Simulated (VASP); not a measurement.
Given:

```
CELL_PARAMETERS angstrom
      2.12907     1.22922     7.01807
     -2.12907     1.22922     7.01807
      0.00000    -2.45843     7.01807
ATOMIC_POSITIONS crystal
  Mg 0.99045 0.99045 0.99045
  Mg 0.51047 0.51047 0.51047
  Te 0.12251 0.12251 0.12251
  S  0.62654 0.62654 0.62654
```

These are PBEsol GGA, VASP's PBE PAW potentials (set 64) (plane waves; VASP 6.6.1) values and carry that method's errors. Run with 400 eV cut-off, 7×7×7 Γ-centred mesh, tetrahedra with Blöchl corrections, potentials Mg Te S.

Unless said otherwise, spin-orbit coupling is left out, though it shifts the bands of the heavy elements here.

Task: Tabulate the total density of states (states/eV per cell) against energy (eV; zero at the valence-band maximum or, without a gap, the Fermi level).

Result: 
```
E (eV) | DOS (states/eV)
    -9.91 | ############################## 5.42
    -9.69 |  0.00
    -9.37 |  0.00
    -9.15 |  0.00
    -8.93 |  0.00
    -8.72 |  0.00
    -8.39 |  0.00
    -8.17 |  0.00
    -7.95 |  0.00
    -7.63 |  0.00
    -7.41 |  0.00
    -7.19 |  0.00
    -6.97 |  0.00
    -6.65 |  0.00
    -6.43 |  0.00
    -6.21 |  0.00
    -5.88 |  0.00
    -5.67 |  0.00
    -5.45 |  0.00
    -5.23 |  0.00
    -4.90 |  0.00
    -4.69 |  0.00
    -4.47 |  0.00
    -4.14 | ######### 1.60
    -3.92 | ########################### 4.81
    -3.71 | ############### 2.77
    -3.49 | ####################### 4.12
    -3.16 | ########### 1.94
    -2.94 | ########### 2.01
    -2.73 | ################ 2.92
    -2.40 | ######################### 4.57
    -2.18 | ####################### 4.21
    -1.96 | ################# 3.09
    -1.64 | ################ 2.98
    -1.42 | ####################### 4.10
    -1.20 | ################ 2.96
    -0.99 | ############## 2.52
    -0.66 | ######### 1.55
    -0.44 | ####### 1.19
    -0.22 | ##### 0.88
     0.10 |  0.00
     0.32 |  0.00
     0.54 |  0.00
     0.76 |  0.00
     1.08 |  0.00
     1.30 |  0.00
     1.52 |  0.01
     1.85 |  0.07
     2.06 | # 0.13
     2.28 | ## 0.38
     2.50 | #### 0.78
     2.83 | ######### 1.67
     3.04 | ############### 2.75
     3.26 | ########### 2.05
     3.59 | ######## 1.46
     3.81 | ############## 2.56
     4.02 | ###################### 4.03
     4.24 | ################# 3.03
     4.57 | ############# 2.40
     4.79 | ############### 2.75
```
Within 2 eV below the valence-band maximum the largest weight inside VASP's projection spheres is Te p, then S p.

The structure comes from a computed database's Mg2TeS entry (R3m); how it stands against other phases isn't given here. It was relaxed first.
